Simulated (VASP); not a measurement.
Given:

```
CELL_PARAMETERS angstrom
      1.35352    -2.34437     0.00000
      1.35352     2.34437     0.00000
      0.00000     0.00000     4.26302
ATOMIC_POSITIONS crystal
  Ru 0.33333 0.66667 0.25000
  Ru 0.66667 0.33333 0.75000
```

These are r2SCAN meta-GGA, VASP's PBE PAW potentials (set 64) (plane waves; VASP) values and carry that method's errors. Run with 480 eV cut-off, 14×14×8 Γ-centred mesh, first-order Methfessel-Paxton smearing of 0.10 eV, potentials Ru_pv.

Each row applies one change to this cell, which was relaxed at other settings and keeps the small stress of the first row; at a fixed cut-off the stress holds a Pulay part, so it need not integrate to ΔE exactly. Stress is in GPa, positive when the cell is compressed.

```json
[
 {"change": "none", "ΔE (meV/atom)": "0.0", "σxx": "0.55", "σyy": "0.55", "σzz": "0.55", "largest shear component, with its sign (GPa)": "0.00", "largest force (eV/Å)": "0.000"},
 {"change": "uniaxial strain of +0.5 % along z", "ΔE (meV/atom)": "0.4", "σxx": "-0.24", "σyy": "-0.24", "σzz": "-2.73", "largest shear component, with its sign (GPa)": "0.00", "largest force (eV/Å)": "0.000"},
 {"change": "atom 1 (Ru) moved by 0.100 Å along x", "ΔE (meV/atom)": "15.2", "σxx": "0.97", "σyy": "0.68", "σzz": "1.39", "largest shear component, with its sign (GPa)": "1.81", "largest force (eV/Å)": "0.673"},
 {"change": "isotropic strain of +1.0 %", "ΔE (meV/atom)": "[?]", "σxx": "[?]", "σyy": "[?]", "σzz": "[?]", "largest shear component, with its sign (GPa)": "[?]", "largest force (eV/Å)": "[?]"},
 {"change": "atom 1 (Ru) moved by -0.150 Å along y", "ΔE (meV/atom)": "36.4", "σxx": "-1.49", "σyy": "3.87", "σzz": "3.11", "largest shear component, with its sign (GPa)": "0.00", "largest force (eV/Å)": "1.016"},
 {"change": "atom 1 (Ru) moved by -0.025 Å along z", "ΔE (meV/atom)": "[?]", "σxx": "[?]", "σyy": "[?]", "σzz": "[?]", "largest shear component, with its sign (GPa)": "[?]", "largest force (eV/Å)": "[?]"}
]
```

### Question
Fill in the missing entries.

### Answer

- atom 1 (Ru) moved by -0.025 Å along z, ΔE (meV/atom): 2.1
- atom 1 (Ru) moved by -0.025 Å along z, σxx: 0.72
- atom 1 (Ru) moved by -0.025 Å along z, σyy: 0.72
- atom 1 (Ru) moved by -0.025 Å along z, σzz: 0.98
- atom 1 (Ru) moved by -0.025 Å along z, largest shear component, with its sign (GPa): 0.00
- atom 1 (Ru) moved by -0.025 Å along z, largest force (eV/Å): 0.329
- isotropic strain of +1.0 %, ΔE (meV/atom): 10.5
- isotropic strain of +1.0 %, σxx: -8.60
- isotropic strain of +1.0 %, σyy: -8.60
- isotropic strain of +1.0 %, σzz: -9.27
- isotropic strain of +1.0 %, largest shear component, with its sign (GPa): 0.00
- isotropic strain of +1.0 %, largest force (eV/Å): 0.000

Failed runs are left out, and for metals the shear rows, which the mesh's noise covers.

The compound is Ru in the hcp structure.
